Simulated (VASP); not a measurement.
Output of a VASP run:

### OSZICAR
```
       N       E                     dE             d eps       ncg     rms          rms(c)
DAV:   1    -0.297642935538E+02   -0.29764E+02   -0.44097E+03  1240   0.864E+02
DAV:   2    -0.335254516605E+02   -0.37612E+01   -0.36534E+01  1536   0.480E+01
DAV:   3    -0.335460678012E+02   -0.20616E-01   -0.20609E-01  1536   0.401E+00
DAV:   4    -0.335461041191E+02   -0.36318E-04   -0.36318E-04  1664   0.141E-01
DAV:   5    -0.335461041385E+02   -0.19377E-07   -0.19546E-07  1456   0.345E-03    0.105E+01
DAV:   6    -0.333326619778E+02    0.21344E+00   -0.37468E-01  1168   0.584E+00    0.586E+00
DAV:   7    -0.334642771613E+02   -0.13162E+00   -0.91036E-02  1152   0.358E+00    0.406E-01
DAV:   8    -0.333560770865E+02    0.10820E+00   -0.71490E-02  1184   0.285E+00    0.710E-02
DAV:   9    -0.334645472124E+02   -0.10847E+00   -0.28947E-02  1224   0.159E+00    0.846E-02
DAV:  10    -0.334625971365E+02    0.19501E-02   -0.11184E-04  1616   0.109E-01    0.843E-02
DAV:  11    -0.334336910894E+02    0.28906E-01   -0.50317E-03  1152   0.806E-01    0.207E-01
DAV:  12    -0.334331788351E+02    0.51225E-03   -0.73912E-04  1360   0.235E-01    0.300E-01
DAV:  13    -0.334333737643E+02   -0.19493E-03   -0.11245E-04  1184   0.120E-01    0.194E-01
DAV:  14    -0.334334735428E+02   -0.99779E-04   -0.92022E-05  1264   0.120E-01    0.589E-02
DAV:  15    -0.334334731876E+02    0.35521E-06   -0.93549E-06  1248   0.358E-02    0.110E-01
DAV:  16    -0.334335348617E+02   -0.61674E-04   -0.21243E-05  1232   0.311E-02    0.881E-02
DAV:  17    -0.334334610840E+02    0.73778E-04   -0.42045E-05  1152   0.465E-02    0.647E-02
DAV:  18    -0.334334638531E+02   -0.27692E-05   -0.14852E-05  1168   0.439E-02    0.223E-02
DAV:  19    -0.334334646442E+02   -0.79107E-06   -0.17127E-06  1392   0.130E-02    0.126E-02
DAV:  20    -0.334334637793E+02    0.86494E-06   -0.36392E-06  1232   0.154E-02    0.895E-04
DAV:  21    -0.334334640861E+02   -0.30686E-06   -0.15327E-07  1328   0.400E-03    0.523E-04
DAV:  22    -0.334334640050E+02    0.81151E-07   -0.17798E-08   616   0.143E-03
   1 F= -.32994115E+02 E0= -.32994202E+02  d E =-.329941E+02
```

OUTCAR:
```
------------------------ aborting loop because EDIFF is reached ----------------------------------------
  FORCE on cell =-STRESS in cart. coord.  units (eV):
  Direction    XX          YY          ZZ          XY          YZ          ZX
  --------------------------------------------------------------------------------------
  Total        0.4394359      0.4394359      0.4394359      0.0000000      0.0000000     -0.0000000
  in kB       20.0039761     20.0039761     20.0039761      0.0000000      0.0000000     -0.0000000
  external PRESSURE =       0.0039761 kB  Pullay stress =      20.0000000 kB
  volume of cell :       35.20
      direct lattice vectors                 reciprocal lattice vectors
     0.000000000  2.601077289  2.601077289    -0.192228044  0.192228044  0.192228044
     2.601077289  0.000000000  2.601077289     0.192228044 -0.192228044  0.192228044
     2.601077289  2.601077289  0.000000000     0.192228044  0.192228044 -0.192228044
 POSITION                                       TOTAL-FORCE (eV/Angst)
 -----------------------------------------------------------------------------------
      0.00000      0.00000      0.00000        -0.000000     -0.000000     -0.000000
 -----------------------------------------------------------------------------------
    total drift:                               -0.000000     -0.000000     -0.000000
  FREE ENERGIE OF THE ION-ELECTRON SYSTEM (eV)
  ---------------------------------------------------
  free  energy   TOTEN  =       -33.4334640050 eV

  energy  without entropy=      -33.4337222027  energy(sigma->0) =      -33.43355007
  enthalpy is  TOTEN    =       -32.9941154725 eV   P V=        0.4393485324

 reached required accuracy - stopping structural energy minimisation
```
(Selected blocks of OUTCAR.)

### POSCAR
```
Yb
1
   -0.0000000000     2.6010772886     2.6010772886
    2.6010772886     0.0000000000     2.6010772886
    2.6010772886     2.6010772886     0.0000000000
Yb
1
Direct
  0.0000000000   1.0000000000   1.0000000000
```

**Question.** Write an INCAR and KPOINTS that could have produced this output.

**Answer.** One answer among several that fit: the input of the run itself, r2SCAN meta-GGA, plane waves, VASP's PBE PAW potentials (set 64).

### INCAR
```
SYSTEM = Yb
PREC = Accurate
ENCUT = 480
EDIFF = 1E-7
NELM = 100
ALGO = Normal
LREAL = .FALSE.
LASPH = .TRUE.
ISMEAR = 1
SIGMA = 0.1
METAGGA = R2SCAN
LMIXTAU = .TRUE.
LMAXMIX = 6
LWAVE = .FALSE.
LCHARG = .FALSE.
ISIF = 3
IBRION = 2
NSW = 40
EDIFFG = -0.01
PSTRESS = 20
```

### KPOINTS
```
Regular mesh
0
G
 12 12 12
```

POTCAR, in this order: Yb_2 (PBE.64 set). Program: vasp_std.

The 4f electrons are frozen in the core of the lanthanide potential, so 4f levels, which can set the real gap, and their magnetism are missing.

The compound is Yb in the fcc structure. It was relaxed first under an external pressure of 2 GPa.
